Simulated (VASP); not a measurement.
OSZICAR of a VASP run on YSi (a trial cell in the rocksalt structure, space group Fm-3m):

File OSZICAR:
```
       N       E                     dE             d eps       ncg     rms          rms(c)
DAV:   1     0.302617121391E+02    0.30262E+02   -0.61463E+03   778   0.940E+02
DAV:   2    -0.109066606894E+02   -0.41168E+02   -0.39753E+02   943   0.188E+02
DAV:   3    -0.133978756274E+02   -0.24912E+01   -0.24677E+01  1371   0.333E+01
DAV:   4    -0.134624731415E+02   -0.64598E-01   -0.63189E-01  1037   0.487E+00
DAV:   5    -0.134638248221E+02   -0.13517E-02   -0.13505E-02  1087   0.697E-01    0.224E+01
RMM:   6    -0.126899751492E+02    0.77385E+00   -0.14091E+00   976   0.617E+00    0.156E+01
RMM:   7    -0.127323015552E+02   -0.42326E-01   -0.29392E+00  1152   0.857E+00    0.505E+00
RMM:   8    -0.126691728139E+02    0.63129E-01   -0.92723E-01   907   0.520E+00    0.721E-01
RMM:   9    -0.126455220690E+02    0.23651E-01   -0.12693E-01  1030   0.219E+00    0.646E-01
RMM:  10    -0.126500671772E+02   -0.45451E-02   -0.48079E-02  1227   0.950E-01    0.442E-01
RMM:  11    -0.126686709343E+02   -0.18604E-01   -0.73217E-02  1241   0.144E+00    0.137E+00
RMM:  12    -0.126489103804E+02    0.19761E-01   -0.83838E-02  1215   0.181E+00    0.142E-01
RMM:  13    -0.126494914392E+02   -0.58106E-03   -0.63785E-03  1122   0.685E-01    0.107E-01
RMM:  14    -0.126496548086E+02   -0.16337E-03   -0.17669E-03  1236   0.265E-01    0.500E-02
RMM:  15    -0.126496850683E+02   -0.30260E-04   -0.28135E-04  1201   0.116E-01    0.352E-02
RMM:  16    -0.126496948421E+02   -0.97738E-05   -0.10018E-04  1243   0.551E-02    0.303E-02
RMM:  17    -0.126496983140E+02   -0.34718E-05   -0.37137E-05  1104   0.275E-02    0.890E-03
RMM:  18    -0.126496995786E+02   -0.12646E-05   -0.11891E-05   901   0.136E-02    0.610E-03
RMM:  19    -0.126497004578E+02   -0.87922E-06   -0.84717E-06   934   0.153E-02
   1 F= -.12649700E+02 E0= -.12648467E+02  d E =-.370051E-02
```

Question: Which electronic solver shows in the log?

Answer: It is blocked Davidson (ALGO = Normal, or the opening steps of other solvers) and then RMM-DIIS (ALGO = Fast or VeryFast). The INCAR had ALGO = Fast.

Question: Can the final energy be trusted as converged?

Answer: Self-consistency was reached. It stopped with EDIFF = 1E-6, NELM = 100 (PBE GGA, plane waves, VASP's PBE PAW potentials (set 64)).

The structure was generated: YSi was put into the rocksalt type (Fm-3m), which need not be its known phase. The cell was not relaxed at this level. The run is one of a series of settings (ALGO = Fast against the base run), some of them coarse on purpose. The electron count is odd and the run is not spin-polarised, which forces a metal.
